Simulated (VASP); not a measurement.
Input:

```
CELL_PARAMETERS angstrom
      4.74459     0.00000     0.00000
      0.00000     4.74459     0.00000
      0.00000     0.00000     4.74459
ATOMIC_POSITIONS crystal
  Ag 0.75000 0.25000 0.75000
  Ag 0.25000 0.75000 0.75000
  Ag 0.75000 0.75000 0.25000
  Ag 0.25000 0.25000 0.25000
  O  0.00000 0.00000 0.00000
  O  0.50000 0.50000 0.50000
```

All values below come from PBE GGA with D4 dispersion, VASP's PBE PAW potentials (set 64) (plane waves; VASP). Run with 520 eV cut-off, Gaussian smearing of 0.050 eV, potentials Ag O.

Q: Give the energies of bands 18 to 31 at the high-symmetry points, in eV from the valence-band maximum.

A: 
| band | Γ | X | M | R |
|---|---|---|---|---|
| 18 | -2.97 | -3.09 | -3.28 | -2.99 |
| 19 | -2.97 | -2.95 | -3.06 | -2.99 |
| 20 | -2.77 | -2.95 | -3.06 | -2.76 |
| 21 | -2.77 | -2.73 | -2.94 | -2.76 |
| 22 | -2.77 | -2.73 | -2.94 | -2.76 |
| 23 | -2.61 | -2.58 | -1.96 | -2.69 |
| 24 | -2.61 | -2.58 | -1.96 | -2.69 |
| 25 | -2.61 | -1.58 | -1.60 | -1.75 |
| 26 | 0.00 | -1.58 | -1.60 | -0.68 |
| 27 | 0.00 | -0.46 | -0.81 | -0.68 |
| 28 | 0.00 | -0.46 | -0.81 | -0.68 |
| 29 | 0.01 | 2.07 | 2.11 | 2.61 |
| 30 | 2.08 | 2.07 | 2.11 | 2.61 |
| 31 | 2.08 | 4.76 | 3.73 | 2.61 |

The gap is direct, 0.01 eV, from the valence maximum at Γ to the conduction minimum at Γ.

The compound is Ag2O in the cuprite structure. It was relaxed first.
